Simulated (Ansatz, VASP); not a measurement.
# RbBeBr3: VASP beside Ansatz

Wanted: the spread between two codes on one cell, functional and k mesh. The cell is invented: As first built, before any earlier steps moved the atoms (in the runner's words): it takes the RbCaBr3 structure with some of its atoms replaced by other elements, volume scaled by an estimate. It may not be a known or stable phase. The cell is taken from a series of VASP runs on this material, whose earlier steps may have relaxed, scaled or displaced it; both programs get it as it stands.

Method: plane waves, with VASP 6.6.1 beside it; band structure at PBE with D3(BJ) and single point at PBE with D3(BJ), in Ansatz 0.2.0.

## Step 1: The structure

The structure is monoclinic, space group Cm (No. 8). Conventional cell: a = 8.062 Å, b = 7.334 Å, c = 5.451 Å, α = 90.00°, β = 97.51°, γ = 90.00°. Nearest to Rb lie 12 Br at 3.68 to 4.40 Å and 4 Be at 4.05 to 4.28 Å. Br has 2 Be at 2.07 to 3.92 Å and 4 Rb at 3.69 to 4.40 Å nearest. Nearest to Br lie 2 Be at 2.08 to 3.92 Å and 4 Rb at 3.68 to 4.40 Å. Nearest to Be lie 3 Br at 2.07 to 2.08 Å. As first built, before any earlier steps moved the atoms (in the runner's words): sites of the RbCaBr3 structure (space group 8) filled with other elements, volume scaled by an estimate. Farther neighbours and most contacts between anions are not listed.

## Step 2: VASP: band structure, PBE with D3(BJ)

The same path points are solved in both programs, so levels can be compared one by one.

Lines of VASP's logs that name or quote its potential files are left out, and so is its time.

File INCAR:

```
SYSTEM = RbBeBr3
PREC = Accurate
ENCUT = 400
EDIFF = 1E-06
NELM = 100
ISMEAR = -1
SIGMA = 0.05
LREAL = .FALSE.
ALGO = Normal
GGA = PE
IVDW = 12
NBANDS = 31
LORBIT = 11
LWAVE = .FALSE.
LCHARG = .FALSE.
KPAR = 2
```

File POSCAR:

```
RbBeBr3
1.0
    4.0228126012     -3.6671894619      0.2571175012
    4.0228126012      3.6671894619      0.2571175012
    0.3658341012      0.0000000000      5.4384423269
Rb Br Be
1 3 1
Direct
    0.9936651526      0.9936651526      0.9832275554
    0.5340062116      0.0455416199      0.5221225855
    0.5345588049      0.5345588049      0.0335450837
    0.0455416199      0.5340062116      0.5221225855
    0.3875072112      0.3875072112      0.3756921898
```

File KPOINTS:

```
Automatic mesh
0
Gamma
5 5 5
0 0 0
```

File KPOINTS_OPT:

```
Line mode
16
Line-mode
Reciprocal
  0.00000000   0.00000000   0.00000000 GAMMA
 -0.46375608  -0.46375608  -0.62479985 Y

 -0.46375608  -0.46375608  -0.62479985 Y
 -0.42024339  -0.42024339  -0.66000341 F

 -0.42024339  -0.42024339  -0.66000341 F
 -0.50000000  -0.50000000  -0.50000000 L

 -0.50000000  -0.50000000  -0.50000000 L
 -0.58016882  -0.41983118  -0.50000000 I

 -0.41983118   0.41983118   0.50000000 I1
  0.00000000   0.00000000   0.50000000 Z

  0.00000000   0.00000000   0.50000000 Z
 -0.50726876  -0.50726876   0.41040372 H

 -0.50726876  -0.50726876   0.41040372 H
 -0.57975661  -0.57975661  -0.33999659 F1

 -0.49273124   0.50726876  -0.41040372 H1
 -0.53624392   0.46375608  -0.37520015 Y1

 -0.53624392   0.46375608  -0.37520015 Y1
 -0.50000000   0.50000000   0.00000000 X

 -0.50000000   0.50000000   0.00000000 X
  0.00000000   0.00000000   0.00000000 GAMMA

  0.00000000   0.00000000   0.00000000 GAMMA
 -0.50000000   0.00000000  -0.50000000 N

 -0.50000000   0.00000000   0.00000000 M
  0.00000000   0.00000000   0.00000000 GAMMA
```

Potentials, in the order of the species: Rb_sv, Br and Be (PBE family, release 64).

On the command line:

```bash
$ mpirun -np 2 vasp_std
```

Numbers of over 12 decimals in the logs are rounded to 6 here.

Output:

```text
[banner, memory and clock lines left out]
running    2 mpi-ranks, on    1 nodes
 distrk:  each k-point on    1 cores,    2 groups
 distr:  one band on    1 cores,    1 groups

 POSCAR found type information on POSCAR RbBrBe
 POSCAR found :  3 types and       5 ions
 LDA part: xc-table for (Slater+PW92), standard interpolation
 POSCAR, INCAR and KPOINTS ok, starting setup
 FFT: planning ... GRIDC
 FFT: planning ... GRID_SOFT
 FFT: planning ... GRID
 WAVECAR not read
 entering main loop
       N       E                     dE             d eps       ncg     rms          rms(c)
DAV:   1     0.158697605022E+03    0.15870E+03   -0.10916E+04  2418   0.710E+02
DAV:   2    -0.341109125777E+01   -0.16211E+03   -0.15315E+03  3251   0.155E+02
DAV:   3    -0.162540921563E+02   -0.12843E+02   -0.12775E+02  3388   0.446E+01
DAV:   4    -0.165052602686E+02   -0.25117E+00   -0.25092E+00  3281   0.590E+00
DAV:   5    -0.165105865036E+02   -0.53262E-02   -0.53260E-02  3390   0.696E-01    0.603E+00
DAV:   6    -0.162209496095E+02    0.28964E+00   -0.26188E-01  3003   0.195E+00    0.321E+00
DAV:   7    -0.161673413144E+02    0.53608E-01   -0.24705E-01  3248   0.189E+00    0.943E-01
DAV:   8    -0.161738753727E+02   -0.65341E-02   -0.22326E-02  3043   0.617E-01    0.228E-01
DAV:   9    -0.161745046435E+02   -0.62927E-03   -0.12137E-03  3211   0.143E-01    0.760E-02
DAV:  10    -0.161748251898E+02   -0.32055E-03   -0.41188E-04  2769   0.949E-02    0.241E-02
DAV:  11    -0.161748395121E+02   -0.14322E-04   -0.28084E-05  3173   0.247E-02    0.230E-02
DAV:  12    -0.161748425919E+02   -0.30798E-05   -0.71442E-06  2878   0.117E-02    0.304E-03
DAV:  13    -0.161748431111E+02   -0.51919E-06   -0.64195E-07  2554   0.381E-03
   1 F= -.17194973E+02 E0= -.17194973E+02  d E =-.122505E-10
 Start KPOINTS_OPT (optional k-point list driver)
k-point batch [1-39\192]
       N       E                     dE             ncg
DAV:   1    -0.255699897694E+04   -0.27557E+05     2418
DAV:   2    -0.869547633704E+04   -0.61385E+04     3172
DAV:   3    -0.917304052398E+04   -0.47756E+03     3285
DAV:   4    -0.918310515841E+04   -0.10065E+02     3445
DAV:   5    -0.918327566727E+04   -0.17051E+00     3181
DAV:   6    -0.918328092217E+04   -0.52549E-02     3604
DAV:   7    -0.918328094283E+04   -0.20661E-04     3067
DAV:   8    -0.918328094308E+04   -0.24303E-06     2384
[...]
k-point batch [157-192\192]
       N       E                     dE             ncg
DAV:   1    -0.177334919460E+04   -0.12610E+05     2232
DAV:   2    -0.742257976183E+04   -0.56492E+04     2910
DAV:   3    -0.787457481453E+04   -0.45200E+03     3096
DAV:   4    -0.788310831200E+04   -0.85335E+01     3150
DAV:   5    -0.788326619614E+04   -0.15788E+00     3027
DAV:   6    -0.788327032612E+04   -0.41300E-02     3226
DAV:   7    -0.788327034545E+04   -0.19332E-04     2923
DAV:   8    -0.788327034568E+04   -0.22633E-06     2042
```

From OUTCAR (step 2):

```text
ion  position               nearest neighbor table
   1  0.994  0.994  0.983-   3 3.68   4 3.69   2 3.69   2 3.69   4 3.69   3 3.70   3 3.70   4 3.70
                             2 3.70   5 4.05
   2  0.534  0.046  0.522-   5 2.07   1 3.69   1 3.69   1 3.70
   3  0.535  0.535  0.034-   5 2.08   1 3.68   1 3.70   1 3.70
   4  0.046  0.534  0.522-   5 2.07   1 3.69   1 3.69   1 3.70
   5  0.388  0.388  0.376-   2 2.07   4 2.07   3 2.08   1 4.05

  LATTYP: Found a base centered monoclinic cell.
 ALAT       =     8.0620420822
 B/A-ratio  =     0.9097420789
 C/A-ratio  =     0.6760982986
 COS(beta)  =    -0.1306207096

 Subroutine GETGRP returns: Found  2 space group operations
 (whereof  2 operations were pure point group operations)

The static configuration has the point symmetry C_1h.

 Found     39 irreducible k-points:

   k-points           NKPTS =     39   k-points in BZ     NKDIM =     39   number of bands    NBANDS=     31

   dimension x,y,z NGX =    36 NGY =   36 NGZ =   36
   dimension x,y,z NGXF=    72 NGYF=   72 NGZF=   72

   ENCUT  =  400.0 eV  29.40 Ry    5.42 a.u.   8.89  8.89  8.89*2*pi/ulx,y,z

   NELECT =      32.0000    total number of electrons

 k-points in reciprocal lattice and weights: Automatic mesh
   0.00000000  0.00000000  0.00000000       0.008
   0.20000000 -0.00000000  0.00000000       0.032
   0.40000000 -0.00000000 -0.00000000       0.032
   0.20000000  0.20000000  0.00000000       0.016
   0.40000000  0.20000000  0.00000000       0.032
  -0.40000000  0.20000000  0.00000000       0.032
  -0.20000000  0.20000000  0.00000000       0.016
   0.40000000  0.40000000 -0.00000000       0.016
  -0.40000000  0.40000000  0.00000000       0.016
[...]
-0.20000000 -0.40000000  0.40000000       0.032
  -0.20000000 -0.20000000  0.40000000       0.016

 average (electrostatic) potential at core
       1 -38.1722       2 -64.6415       3 -64.6398       4 -64.6415       5 -39.5630

 E-fermi :   0.3954

 k-point     1 :       0.0000    0.0000    0.0000
  band No.  band energies     occupation
    ...
     12      -1.8256      2.00000
     13      -1.4925      2.00000
     14      -1.2058      2.00000
     15      -1.1985      2.00000
     16      -1.0656      2.00000
     17       3.3772      0.00000
     18       3.5388      0.00000
     19       5.2977      0.00000
     20       5.2997      0.00000
     21       5.4651      0.00000
    ...

 k-point     2 :       0.2000   -0.0000    0.0000
  band No.  band energies     occupation
    ...
     12      -1.8674      2.00000
     13      -1.6061      2.00000
     14      -1.3533      2.00000
     15      -1.3241      2.00000
     16      -1.1544      2.00000
     17       3.6721      0.00000
     18       4.0576      0.00000
     19       5.4725      0.00000
     20       5.6860      0.00000
     21       5.7261      0.00000
    ...

 k-point     3 :       0.4000   -0.0000   -0.0000
  band No.  band energies     occupation
    ...
     12      -1.9286      2.00000
     13      -1.8787      2.00000
     14      -1.6130      2.00000
     15      -1.3941      2.00000
     16      -1.2277      2.00000
     17       4.2847      0.00000
     18       5.0282      0.00000
     19       5.8175      0.00000
     20       6.2997      0.00000
     21       6.5263      0.00000
    ...

 Edisp (eV)   -1.02013

  Total       0.01675    -0.01776     0.00022     0.00000     0.00000    -0.00156
  in kB       0.16792    -0.17806     0.00222     0.00000     0.00000    -0.01560
  external pressure =       -0.00 kB  Pullay stress =        0.00 kB

  energy-cutoff  :      400.00
  volume of cell :      159.77
      direct lattice vectors                 reciprocal lattice vectors
     4.022812601 -3.667189462  0.257117501     0.124827838 -0.136344196 -0.008396941
     4.022812601  3.667189462  0.257117501     0.124827838  0.136344196 -0.008396941
     0.365834101  0.000000000  5.438442327    -0.011803167  0.000000000  0.184670157

 POSITION                                       TOTAL-FORCE (eV/Angst)
 -----------------------------------------------------------------------------------
      8.35436      0.00000      5.85820         0.004708     -0.000000     -0.002277
      2.52242     -1.79129      2.98855        -0.001783     -0.000924      0.004719
      4.31313      0.00000      0.45732        -0.003930     -0.000000      0.000844
      2.52242      1.79129      2.98855        -0.001783      0.000924      0.004719
      3.25518      0.00000      2.24245         0.002788     -0.000000     -0.008004
 -----------------------------------------------------------------------------------
    total drift:                               -0.000556      0.000000     -0.000207

  FREE ENERGIE OF THE ION-ELECTRON SYSTEM (eV)
  ---------------------------------------------------
  free  energy   TOTEN  =       -17.1949732646 eV

  energy  without entropy=      -17.1949732646  energy(sigma->0) =      -17.19497326

 total charge
# of ion       s       p       d       tot
------------------------------------------
    1        1.935   5.356   0.014   7.304
    2        1.607   3.305   0.013   4.925
    3        1.607   3.305   0.013   4.925
    4        1.607   3.305   0.013   4.925
    5        0.399   0.601   0.000   1.000
--------------------------------------------------
tot          7.153  15.873   0.054  23.080

[... 3 further parts left out ...]
```

Within 0.02 Å the cell has space group R3m; at a tight tolerance a small distortion makes it Cm. Spin-orbit coupling is off here; it would split degenerate levels, and it lifts a valence top of Br p states by about 0.1 eV. The path was typed for another setting of this lattice: F, F1, H, H1, X, Y and Y1 lie outside the first zone, so these labels don't mark the standard points and true extrema may be missed.

## Step 3: Ansatz: band structure, PBE with D3(BJ)

Ansatz runs on its default PAW (the set named soft_2) files.

The same cell, functional, mesh and smearing now go to Ansatz, which takes its cutoff from its data sets.

File input.yaml:

```yaml
crystal:
  lattice:
    - [4.0228126012, -3.6671894619, 0.2571175012]
    - [4.0228126012, 3.6671894619, 0.2571175012]
    - [0.3658341012, 0.0, 5.4384423269]
  atoms:
    - { symbol: Rb, position: [0.9936651526, 0.9936651526, 0.9832275554] }
    - { symbol: Br, position: [0.5340062116, 0.0455416199, 0.5221225855] }
    - { symbol: Br, position: [0.5345588049, 0.5345588049, 0.0335450837] }
    - { symbol: Br, position: [0.0455416199, 0.5340062116, 0.5221225855] }
    - { symbol: Be, position: [0.3875072112, 0.3875072112, 0.3756921898] }
hamiltonian:
  xc: pbe
  pseudopotentials: { kind: paw }
  dispersion: d3bj
kpoints:
  mp_grid: { grid: [5, 5, 5] }
  band_path:
    path:
      - [0.0, 0.0, 0.0]
      - [-0.1855, -0.1855, -0.24992]
      - [-0.40192, -0.40192, -0.54149]
      - [-0.45505, -0.45505, -0.63184]
      - [-0.43475, -0.43475, -0.64827]
      - [-0.42024, -0.42024, -0.66]
      - [-0.45746, -0.45746, -0.58534]
      - [-0.49468, -0.49468, -0.51067]
      - [-0.5, -0.5, -0.5]
      - [-0.52138, -0.47862, -0.5]
      - [-0.55879, -0.44121, -0.5]
      - [-0.39184, 0.39184, 0.5]
      - [-0.19592, 0.19592, 0.5]
      - [0.0, 0.0, 0.5]
      - [-0.16909, -0.16909, 0.47013]
      - [-0.40582, -0.40582, 0.42832]
      - [-0.51693, -0.51693, 0.31035]
      - [-0.55076, -0.55076, -0.03984]
      - [-0.57976, -0.57976, -0.34]
      - [-0.51014, 0.48986, -0.39632]
      - [-0.53044, 0.46956, -0.37989]
      - [-0.529, 0.471, -0.30016]
      - [-0.51208, 0.48792, -0.12507]
      - [-0.5, 0.5, 0.0]
      - [-0.26667, 0.26667, 0.0]
      - [-0.03333, 0.03333, 0.0]
      - [-0.13333, 0.0, -0.13333]
      - [-0.36667, 0.0, -0.36667]
      - [-0.46667, 0.0, 0.0]
      - [-0.23333, 0.0, 0.0]
      - [0.0, 0.0, 0.0]
    npoints: 1
scf:
  occupations: { method: fermi_dirac, width: 0.05 }
  n_extra_bands: 8
output:
  forces: true
  stress: true
  eigenvalues: true
  write_density: true
  write_potential: true
  elf: true
  volumetric_format: npy
```

On the command line:

```bash
$ ansatz run input.yaml --threads 2 --pin off --max-ram 4608MiB --backend cpu --events-out ev --progress --plain --runs-dir out
```

Output:

```text
scf.n_extra_bands = 8 over 16 filled bands (N_el = 32.0): the run solves 24 bands
Engine: ansatz 0.2.0, aarch64-unknown-linux-gnu
Pseudopotentials: kind: paw
Pseudopotential: Rb, paw, valence charge 9, recommended cutoff 420 eV (normal), Rb.paw.azcp
Pseudopotential: Br, paw, valence charge 7, recommended cutoff 420 eV (normal), Br.paw.azcp
Pseudopotential: Be, paw, valence charge 2, recommended cutoff 420 eV (normal), Be.paw.azcp
Functional definition: PBE
  parameter kappa = 0.804
  parameter beta = 0.066725
  exchange = pbe_x(kappa = kappa, mu = beta*pi^2/3)
  correlation = pbe_c(beta = beta)
Crystal: 5 atoms, lattice volume = 159.770 Å³
Basis set: ecut = 420 eV, 3123 PW (Γ), exchange–correlation on 80×80×80 points (8 copies of the dense FFT grid, shifted against one another)
Bands: 24, of which v1, the nominal top of the filled ones, is band 16 counted from 1 (15 counted from 0)
Symmetry: 2 space group operations
Space group: Cm (ITA 8), of the structure as read, at distance tolerance 5.4e-5 Å
k-points: 39 of 125 (time reversal used)
Non-local potential: Rb, projectors of the file, l = 0: 3, l = 1: 2, l = 2: 2
Non-local potential: Br, projectors of the file, l = 0: 2, l = 1: 2, l = 2: 2
Non-local potential: Be, projectors of the file, l = 0: 2, l = 1: 2, l = 2: 1
PAW form: soft (Blöchl's): semilocal exchange-correlation on the pseudo side does not see the compensation charge
PAW one-centre angular grid: Rb, 110 points (default); XC on 64 Gauss nodes
PAW one-centre angular grid: Br, 110 points (default); XC on 64 Gauss nodes
PAW one-centre angular grid: Be, 110 points (default); XC on 64 Gauss nodes
Initial density: superposition of atomic densities (neutral atoms: chi_scale 0, normalization atom), corrected by the library's trained network
Initial wavefunctions: pseudopotential atomic-orbital guess
Functional: x = pbe(κ = 0.804, μ = 0.219515), c = pbe(β = 0.066725)
SCF iter   1: F=—  HF=-11717.231768 eV  |F-HF|=—  |Δ(HF+E_count)|=         —  Δρ=6.17e-4  dr2=9.02e-4  ethr=1.77e-3  ⟨swp⟩=9.8  Hψ=5908  notcnv=0  defer=18
preconditioner: auto → Resta (q_TF=auto, 2.087 Å⁻¹)  ε∞=2.6  [insulator: Δε(μ)=4.098 eV  Ē_g=12.605 eV  σ=0.050 eV  W_gap=1.00  n_scr=26 (ndim 8)  ℏωp=16.1 eV  f_vac=0.024  D(μ)=0.00/eV (n_scr^D=0)  ε∞_Penn≈2.6]
SCF iter   2: F=—  HF=-11717.233336 eV  |F-HF|=—  |Δ(HF+E_count)|=   1.57e-3  Δρ=4.48e-4  dr2=3.26e-4  ethr=2.82e-6  ⟨swp⟩=3.1  Hψ=2244  notcnv=0  defer=55
SCF iter   3: F=—  HF=-11717.233482 eV  |F-HF|=—  |Δ(HF+E_count)|=   1.45e-4  Δρ=2.13e-4  dr2=7.71e-5  ethr=1.02e-6  ⟨swp⟩=2.8  Hψ=1486  notcnv=0  defer=55
SCF iter   4: F=—  HF=-11717.233608 eV  |F-HF|=—  |Δ(HF+E_count)|=   1.27e-4  Δρ=4.89e-5  dr2=4.57e-6  ethr=2.41e-7  ⟨swp⟩=2.0  Hψ=1413  notcnv=0  defer=55
SCF iter   5: F=—  HF=-11717.233611 eV  |F-HF|=—  |Δ(HF+E_count)|=   2.73e-6  Δρ=2.70e-5  dr2=1.32e-6  ethr=1.43e-8  ⟨swp⟩=2.4  Hψ=1299  notcnv=0  defer=55
SCF iter   6: F=-11717.233611 eV  HF=-11717.233611 eV  |F-HF|=2.22e-9  |Δ(HF+E_count)|=   7.00e-9  Δρ=1.96e-6  dr2=9.83e-9  ethr=3.13e-10  ⟨swp⟩=14.5  Hψ=8197  notcnv=0
SCF 1 converged in 6 iterations: F = -11717.233611 eV  dr2 = 9.83e-9
  greatest PAW one-centre occupation: 0.973 electrons in one spin orbital (limit 2), on the Rb atom at site 0 (counted from 0), in its partial waves of l = 0
NSCF: frozen V_eff on 31 k-points
SCF converged after 6 iterations
Free energy (F): -11717.233611 eV
Harris-Foulkes:  -11717.233611 eV  (|F-HF|=2.22e-9)
Internal energy: -11717.233611 eV  (E = F + TS)
E sigma→0 (E₀):  -11717.233611 eV
Fermi energy:    3.705821 eV
--- Per-component energies (eV) ---
  E_band       = -161.119151
  E_kinetic    = 612.611133
  E_local      = -1266.267395  (includes V_loc(G=0)·N_el)
  E_nonlocal   = 389.177226
  E_hartree    = 322.461968
  E_xc         = -943.975554
  E_vxc        = -468.392178  (∫ρ·V_xc dr)
  E_paw        = -9417.459231  (= ΣΔE_a)
  E_vpaw       = -73.172153  (= ΣTr[D̂ρ^β])
  E_aug_tail   = -0.000002  (compensation charges beyond the density's cutoff)
  E_ewald      = -1412.761354
  E_disp       = -1.020402  (pairwise vdW)
  E_smearing   = -0.000000  (= −TS)
  E_closure    = 0.000000  (closes the sum)
  Σ components = -11717.233611   (vs F -11717.233611, Δ=0.00e0)
--- Forces (eV/Å), atoms counted from 1 ---
  atom   1  Rb     0.00381292     0.00000000    -0.00280478
  atom   2  Br     0.00401606     0.01102347     0.00032530
  atom   3  Br    -0.01005879    -0.00000000     0.01332243
  atom   4  Br     0.00401606    -0.01102347     0.00032530
  atom   5  Be    -0.00178232    -0.00000000    -0.01116696
  max |Σ_I F_I| component: 3.93e-6 eV/Å
--- Stress (GPa, compression-positive) ---
        0.029036       0.000000       0.019918
        0.000000      -0.035933      -0.000000
        0.019918      -0.000000      -0.002683
  P = ⅓ Tr σ = -0.0032 GPa (-0.032 kbar)
--- Band table (eV; the first three rows and the last of 39) ---
  k-point 0: bands = [... 12 lower, 0.8607, 1.1475, 1.1547, 1.2861, 5.7270, 5.8912, 7.6530, 7.6550, ... 4 higher]
  k-point 1: bands = [... 12 lower, 0.7469, 1.0053, 1.0281, 1.1915, 6.0212, 6.4105, 7.8242, 8.0420, ... 4 higher]
  k-point 2: bands = [... 12 lower, 0.4752, 0.7388, 0.9635, 1.1166, 6.6319, 7.3802, 8.1674, 8.6546, ... 4 higher]
  k-point 38: bands = [... 12 lower, 0.6891, 1.3230, 1.3278, 1.5214, 6.6960, 8.2074, 8.4314, 8.6560, ... 4 higher]
```

Wall time 23 s (2 threads of Arm Neoverse N1, shared host); peak memory 0.43 GiB; 46 s of CPU time.

The column dr2 measures how far the density is from self-consistency, as an energy; F and HF (Harris–Foulkes) agree once it is small.

[end of part 1 of 2]

[Lines on the potential files, build, host, timing and source positions are cut from VASP's logs without a mark.]

[Logs are printed without paths, hosts, clocks, repeated set-up lines and the standing remarks that a program may print on its own settings, such as how far it seeks lower states.]

[Hosts, paths, dates, database ids (printed as entryN), source tags and the programs' standing remarks are cut or masked in the printed files.]
